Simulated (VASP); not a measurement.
# AlCo (Pm-3m) in VASP: further runs, part 2 of 2

VASP 6.6.1. Earlier steps stand in the parts before.

## Step 3: Relaxation of the atoms, PBEsol (a relaxed cell with its volume scaled by 0.96)

INCAR

```
SYSTEM = AlCo
  PREC = Accurate
  ENCUT = 600
  EDIFF = 1E-7
  ISMEAR = 1
  SIGMA = 0.1
  LREAL = .FALSE.
  LASPH = .TRUE.
  NELM = 80
  ALGO = Normal
  ISIF = 2
  LWAVE = .FALSE.
  LCHARG = .FALSE.
  GGA = PS
  IBRION = 2
  NSW = 40
  EDIFFG = -0.01
```

KPOINTS

```
regular mesh
0
G
  14 14 14
  0 0 0
```

POSCAR

```
AlCo                                    
1.0
    2.7844301528      0.0000000000      0.0000000000
    0.0000000000      2.7844301528      0.0000000000
    0.0000000000      0.0000000000      2.7844301528
  Al              Co            
     1     1
Direct
     0.0000000000000000    0.0000000000000000    0.0000000000000000
     0.5000000000000000    0.5000000000000000    0.5000000000000000
```

Potentials or basis: VASP PAW PBE potentials, release 64 (Al, Co).

Run with:

```sh
$ cat potpaw_PBE.64/Al/POTCAR potpaw_PBE.64/Co/POTCAR > POTCAR
$ mpirun -np 1 vasp_std > vasp.out
```

OUTCAR:

```text
SYSTEM = AlCo
   PREC = Accurate
   ENCUT = 600
   EDIFF = 1E-7
   ISMEAR = 1
   LREAL = .FALSE.
   LASPH = .TRUE.
   NELM = 80
   ISIF = 2
   GGA = PS
   IBRION = 2
   NSW = 40
   EDIFFG = -0.01

 ion  position               nearest neighbor table
   1  0.000  0.000  0.000-   2 2.41   2 2.41   2 2.41   2 2.41   2 2.41   2 2.41   2 2.41   2 2.41

   2  0.500  0.500  0.500-   1 2.41   1 2.41   1 2.41   1 2.41   1 2.41   1 2.41   1 2.41   1 2.41

  LATTYP: Found a simple cubic cell.
 ALAT       =     2.7844301528

  Lattice vectors:

 A1 = (   2.7844301528,   0.0000000000,   0.0000000000)
 A2 = (   0.0000000000,   2.7844301528,   0.0000000000)
 A3 = (   0.0000000000,   0.0000000000,   2.7844301528)

Analysis of symmetry for initial positions (statically):
=====================================================================
 Subroutine PRICEL returns:
 Original cell was already a primitive cell.

 Routine SETGRP: Setting up the symmetry group for a
 simple cubic supercell.

 Subroutine GETGRP returns: Found 48 space group operations
 (whereof 48 operations were pure point group operations)
[... 169 lines left out ...]
 val. band max:       11.4191788853   @ k =   0.5000   0.3571   0.0714
 cond. band min:      11.4856737889   @ k =   0.5000   0.3571   0.2857
 fundamental gap:      0.0664949036
 Fermi energy:        11.4481345054

 k-point     1 :       0.0000    0.0000    0.0000
  band No.  band energies     occupation
      1      -0.1401      2.00000
      2       8.0987      2.00000
      3       8.0987      2.00000
      4      10.5092      2.00000
      5      10.5092      2.00000
      6      10.5092      2.00000
      7      17.7343      0.00000
      8      17.7343      0.00000
      9      17.7343      0.00000
     10      20.4556      0.00000
[... 287 lines left out ...]
 k-point    24 :       0.3571    0.2143    0.0000
  band No.  band energies     occupation
      1       3.1012      2.00000
      2       7.0771      2.00000
      3       8.6262      2.00000
      4       9.3880      2.00000
      5       9.7787      2.00000
      6      10.2383      2.00000
      7      12.1520     -0.00000
      8      16.2041      0.00000
      9      20.1395      0.00000
     10      21.7707      0.00000

 [... further k-points ...]
[... 5 lines left out ...]
  --------------------------------------------------------------------------------------
  -------------------------------------------------------------------------------------
  Total        1.1675479      1.1675479      1.1675479      0.0000000     -0.0000000      0.0000000
  in kB       86.6515468     86.6515468     86.6515468      0.0000000     -0.0000000      0.0000000
  external PRESSURE =      86.6515468 kB  Pullay stress =       0.0000000 kB

 VOLUME and BASIS-vectors are now :
 -----------------------------------------------------------------------------
  energy-cutoff  :      600.00
  volume of cell :       21.59
      direct lattice vectors                 reciprocal lattice vectors
     2.784430153  0.000000000  0.000000000     0.359139912  0.000000000  0.000000000
     0.000000000  2.784430153  0.000000000     0.000000000  0.359139912  0.000000000
     0.000000000  0.000000000  2.784430153     0.000000000  0.000000000  0.359139912

 POSITION                                       TOTAL-FORCE (eV/Angst)
 -----------------------------------------------------------------------------------
      0.00000      0.00000      0.00000         0.000000      0.000000      0.000000
      1.39222      1.39222      1.39222         0.000000      0.000000      0.000000
 -----------------------------------------------------------------------------------
    total drift:                                0.000000     -0.000000     -0.000000

  FREE ENERGIE OF THE ION-ELECTRON SYSTEM (eV)
  ---------------------------------------------------
  free  energy   TOTEN  =       -13.0585012953 eV

  energy  without entropy=      -13.0594591563  energy(sigma->0) =      -13.05882058

 reached required accuracy - stopping structural energy minimisation
```

OSZICAR:

```text
N       E                     dE             d eps       ncg     rms          rms(c)
DAV:   1     0.397947637125E+02    0.39795E+02   -0.60120E+03  2408   0.144E+03
DAV:   2    -0.134479875413E+02   -0.53243E+02   -0.50167E+02  2410   0.204E+02
DAV:   3    -0.149702582955E+02   -0.15223E+01   -0.15077E+01  2868   0.451E+01
DAV:   4    -0.149969438298E+02   -0.26686E-01   -0.26674E-01  2878   0.540E+00
DAV:   5    -0.149977907334E+02   -0.84690E-03   -0.84687E-03  2842   0.997E-01    0.139E+01
DAV:   6    -0.174912415554E+02   -0.24935E+01   -0.75568E+01  2664   0.134E+02    0.170E+01
DAV:   7    -0.131040825404E+02    0.43872E+01   -0.32500E+01  2638   0.841E+01    0.197E+00
DAV:   8    -0.130735833428E+02    0.30499E-01   -0.25130E-01  2554   0.474E+00    0.115E+00
DAV:   9    -0.130590668464E+02    0.14516E-01   -0.26995E-02  3094   0.238E+00    0.300E-01
DAV:  10    -0.130585267604E+02    0.54009E-03   -0.50824E-04  2592   0.219E-01    0.153E-01
DAV:  11    -0.130585025325E+02    0.24228E-04   -0.22605E-05  3024   0.485E-02    0.889E-03
DAV:  12    -0.130585013338E+02    0.11987E-05   -0.30256E-06  2850   0.191E-02    0.538E-03
DAV:  13    -0.130585012953E+02    0.38548E-07   -0.16354E-07  1666   0.345E-03
   1 F= -.13058501E+02 E0= -.13058821E+02  d E =-.130585E+02
```

CONTCAR:

```text
AlCo
   1.00000000000000
     2.7844301528000002    0.0000000000000000    0.0000000000000000
     0.0000000000000000    2.7844301528000002    0.0000000000000000
     0.0000000000000000    0.0000000000000000    2.7844301528000002
  Al              Co
     1     1
Direct
     0.0000000000000000    0.0000000000000000    0.0000000000000000
     0.5000000000000000    0.5000000000000000    0.5000000000000000

  0.00000000E+00  0.00000000E+00  0.00000000E+00
  0.00000000E+00  0.00000000E+00  0.00000000E+00
```

Run time: 11 s. Hardware: 1 thread of Intel Xeon Platinum 8375C at 2.90GHz (Ice Lake), shared host; peak memory 0.16 GiB.

What came out:

* Free energy: -13.0585 eV
* Pressure after relaxing: 8.7 GPa
* Band gap on the k mesh: none (metal or under the smearing width)

Final structure:
```xyz
2
Lattice="2.7844 0.0000 0.0000 0.0000 2.7844 0.0000 0.0000 0.0000 2.7844" Properties=species:S:1:pos:R:3 pbc="T T T"
Al    0.0000    0.0000    0.0000
Co    1.3922    1.3922    1.3922
```

Caveat: the relaxation stopped at its first step, so nothing moved; the PAW data sets were made with another functional, which shifts forces and pressure a little.

## Step 4: Relaxation of the atoms, PBEsol (a relaxed cell with its volume scaled by 0.98)

INCAR is that of step 3.

KPOINTS is that of step 3.

POSCAR

```
AlCo                                    
1.0
    2.8036337262      0.0000000000      0.0000000000
    0.0000000000      2.8036337262      0.0000000000
    0.0000000000      0.0000000000      2.8036337262
  Al              Co            
     1     1
Direct
     0.0000000000000000    0.0000000000000000    0.0000000000000000
     0.5000000000000000    0.5000000000000000    0.5000000000000000
```

Run with:

```sh
$ cat potpaw_PBE.64/Al/POTCAR potpaw_PBE.64/Co/POTCAR > POTCAR
$ mpirun -np 1 vasp_std > vasp.out
```

It took 10 s on 1 thread of Intel Xeon Platinum 8375C at 2.90GHz (Ice Lake), shared host; peak memory 0.17 GiB.

Results (log left out):

```
Free energy             : -13.0764 eV
Pressure after relaxing : 4.1 GPa
Band gap on the k mesh  : none (metal or under the smearing width)
```

Final structure:
```
Al Co
1.0
     2.80363    0.00000    0.00000
     0.00000    2.80363    0.00000
     0.00000    0.00000    2.80363
Al Co
1 1
Direct
  0.00000 0.00000 0.00000
  0.50000 0.50000 0.50000
```

Levels at points of the mesh, in eV from the Fermi level:
| k point | band 3 | band 4 | band 5 | band 6 | band 7 | band 8 | band 9 | band 10 |
| --- | --- | --- | --- | --- | --- | --- | --- | --- |
| (0.00, 0.00, 0.00) | -3.25 | -0.91 | -0.91 | -0.91 | 6.18 | 6.18 | 6.18 | 8.92 |
| (0.50, 0.00, 0.00) | -2.61 | -1.85 | -1.85 | -0.79 | 0.16 | 8.44 | 10.82 | 10.82 |
| (0.50, 0.50, 0.00) | -2.81 | -2.81 | -1.64 | -1.64 | -0.30 | 2.51 | 3.76 | 13.30 |
| (0.50, 0.50, 0.50) | -4.20 | -0.26 | -0.26 | 2.33 | 2.33 | 2.33 | 4.57 | 5.60 |

Caveat: the relaxation stopped at its first step, so nothing moved; the PAW data sets were made with another functional, which shifts forces and pressure a little. Spin polarisation is off, so any magnetic state and its effect on volume and gap are missing.

## Step 5: Relaxation of the atoms, PBEsol

INCAR is that of step 4.

KPOINTS is that of step 4.

POSCAR

```
AlCo                                    
1.0
    2.8225777720      0.0000000000      0.0000000000
    0.0000000000      2.8225777720      0.0000000000
    0.0000000000      0.0000000000      2.8225777720
  Al              Co            
     1     1
Direct
     0.0000000000000000    0.0000000000000000    0.0000000000000000
     0.5000000000000000    0.5000000000000000    0.5000000000000000
```

Run with:

```sh
$ cat potpaw_PBE.64/Al/POTCAR potpaw_PBE.64/Co/POTCAR > POTCAR
$ mpirun -np 1 vasp_std > vasp.out
```

It took 11 s on 1 thread of Intel Xeon Platinum 8375C at 2.90GHz (Ice Lake), shared host; peak memory 0.16 GiB.

It converged, with:

* Free energy: -13.0822 eV
* Pressure after relaxing: 0.0 GPa
* Band gap on the k mesh: none (metal or under the smearing width)

Final structure:
```
Al Co
1.0
     2.82258    0.00000    0.00000
     0.00000    2.82258    0.00000
     0.00000    0.00000    2.82258
Al Co
1 1
Direct
  0.00000 0.00000 0.00000
  0.50000 0.50000 0.50000
```

Levels at points of the mesh, in eV from the Fermi level:
| k point | band 3 | band 4 | band 5 | band 6 | band 7 | band 8 | band 9 | band 10 |
| --- | --- | --- | --- | --- | --- | --- | --- | --- |
| (0.00, 0.00, 0.00) | -3.15 | -0.88 | -0.88 | -0.88 | 6.08 | 6.08 | 6.08 | 8.84 |
| (0.50, 0.00, 0.00) | -2.53 | -1.80 | -1.80 | -0.77 | 0.15 | 8.42 | 10.71 | 10.71 |
| (0.50, 0.50, 0.00) | -2.76 | -2.76 | -1.59 | -1.59 | -0.30 | 2.45 | 3.64 | 13.06 |
| (0.50, 0.50, 0.50) | -4.10 | -0.26 | -0.26 | 2.33 | 2.33 | 2.33 | 4.38 | 5.49 |

Caveat: the relaxation stopped at its first step, so nothing moved; the PAW data sets were made with another functional, which shifts forces and pressure a little. Spin polarisation is off, so any magnetic state and its effect on volume and gap are missing.

## Step 6: The runs side by side

```tsv
cell	gap on the mesh (eV)	pressure (GPa)
atoms relaxed from: a relaxed cell with its volume scaled by 0.94	none	13.7
atoms relaxed from: a relaxed cell with its volume scaled by 0.96	none	8.7
atoms relaxed from: a relaxed cell with its volume scaled by 0.98	none	4.1
atoms relaxed	none	0.0
```

Alike in all rows: task relaxation of the atoms; level PBEsol; potentials or basis VASP PAW PBE potentials, release 64 (Al, Co); no spin polarisation; k mesh 14 × 14 × 14; cutoff (eV) 600; smearing methfessel-paxton 0.1 eV.

Caveats: the relaxation stopped at its first step, so nothing moved; the PAW data sets were made with another functional, which shifts forces and pressure a little.

Absolute energies hang on the potentials; compare differences alone.
